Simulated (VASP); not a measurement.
Output of a VASP run:

OSZICAR:
```
       N       E                     dE             d eps       ncg     rms          rms(c)
DAV:   1     0.230971407196E+03    0.23097E+03   -0.11757E+04   664   0.202E+03
DAV:   2    -0.205262756898E+01   -0.23302E+03   -0.22126E+03  1040   0.316E+02
DAV:   3    -0.290260908291E+02   -0.26973E+02   -0.24701E+02   744   0.148E+02
DAV:   4    -0.302920315075E+02   -0.12659E+01   -0.12657E+01  1112   0.306E+01
DAV:   5    -0.303454977747E+02   -0.53466E-01   -0.53462E-01  1064   0.502E+00    0.322E+01
DAV:   6    -0.277345286679E+02    0.26110E+01   -0.88030E+01   960   0.598E+01    0.234E+01
DAV:   7    -0.267397063312E+02    0.99482E+00   -0.16291E+02   968   0.128E+02    0.224E+01
DAV:   8    -0.259619655579E+02    0.77774E+00   -0.31574E+00   760   0.198E+01    0.142E+01
DAV:   9    -0.248840725879E+02    0.10779E+01   -0.70086E+00   968   0.223E+01    0.161E+00
DAV:  10    -0.248795371944E+02    0.45354E-02   -0.21651E-01  1080   0.379E+00    0.125E+00
DAV:  11    -0.248721041820E+02    0.74330E-02   -0.30250E-02   968   0.171E+00    0.140E+00
DAV:  12    -0.248629772308E+02    0.91270E-02   -0.11602E-01   808   0.229E+00    0.902E-01
DAV:  13    -0.248606444858E+02    0.23327E-02   -0.11055E-01  1000   0.333E+00    0.803E-01
DAV:  14    -0.248593236436E+02    0.13208E-02   -0.11082E-02   944   0.103E+00    0.287E-01
DAV:  15    -0.248592229951E+02    0.10065E-03   -0.14329E-03   944   0.350E-01    0.101E-01
DAV:  16    -0.248592678669E+02   -0.44872E-04   -0.53644E-04   920   0.172E-01    0.106E-01
DAV:  17    -0.248592224515E+02    0.45415E-04   -0.30356E-04   960   0.141E-01    0.165E-02
DAV:  18    -0.248592178537E+02    0.45978E-05   -0.21558E-05   936   0.461E-02    0.600E-03
DAV:  19    -0.248592168643E+02    0.98943E-06   -0.85598E-06   968   0.288E-02    0.602E-03
DAV:  20    -0.248592169581E+02   -0.93824E-07   -0.72407E-07   824   0.853E-03
   1 F= -.24859217E+02 E0= -.24859217E+02  d E =-.344512E-19
```

### OUTCAR
```
------------------------ aborting loop because EDIFF is reached ----------------------------------------
  FORCE on cell =-STRESS in cart. coord.  units (eV):
  Direction    XX          YY          ZZ          XY          YZ          ZX
  --------------------------------------------------------------------------------------
  Total        2.7971541      2.7971541      2.7971541      0.0000000      0.0000000      0.0000000
  in kB      114.2743820    114.2743820    114.2743820      0.0000000      0.0000000      0.0000000
  external PRESSURE =     114.2743820 kB  Pullay stress =       0.0000000 kB
  volume of cell :       39.22
      direct lattice vectors                 reciprocal lattice vectors
     0.000000000  2.696596909  2.696596909    -0.185418888  0.185418888  0.185418888
     2.696596909  0.000000000  2.696596909     0.185418888 -0.185418888  0.185418888
     2.696596909  2.696596909  0.000000000     0.185418888  0.185418888 -0.185418888
 POSITION                                       TOTAL-FORCE (eV/Angst)
 -----------------------------------------------------------------------------------
      0.00000      0.00000      0.00000        -0.000000     -0.000000     -0.000000
      1.34830      1.34830      1.34830        -0.000000     -0.000000     -0.000000
      4.04490      4.04490      4.04490         0.000000      0.000000      0.000000
 -----------------------------------------------------------------------------------
    total drift:                                0.000000      0.000000      0.000000
  FREE ENERGIE OF THE ION-ELECTRON SYSTEM (eV)
  ---------------------------------------------------
  free  energy   TOTEN  =       -24.8592169581 eV

  energy  without entropy=      -24.8592169581  energy(sigma->0) =      -24.85921696
```
(Selected blocks of OUTCAR.)

File POSCAR:
```
CeO2
1
    0.0000000000     2.6965969088     2.6965969088
    2.6965969088     0.0000000000     2.6965969088
    2.6965969088     2.6965969088     0.0000000000
Ce O
1 2
Direct
  0.0000000000   0.0000000000   0.0000000000
  0.2500000000   0.2500000000   0.2500000000
  0.7500000000   0.7500000000   0.7500000000
```

Problem. Reconstruct the remaining input files.

Solution. One answer among several that fit: the input of the run itself, RPBE GGA, plane waves, VASP's PBE PAW potentials (set 64).

INCAR:
```
ALGO = Normal
EDIFF = 1E-7
ENCUT = 520
GGA = RP
ISIF = 2
ISMEAR = 0
LASPH = T
LCHARG = F
LMAXMIX = 6
LREAL = F
LWAVE = F
NELM = 100
PREC = Accurate
SIGMA = 0.05
SYSTEM = CeO2
```

KPOINTS:
```
Automatic mesh
0
Gamma
7 7 7
0 0 0
```

POTCAR, in this order: Ce O (PBE.64 set). Program: vasp_std.

The compound is CeO2 in the fluorite structure. This cell is one point of a volume scan, at 0.94 of the reference volume. The run is not spin-polarised, so no magnetic state was tried.
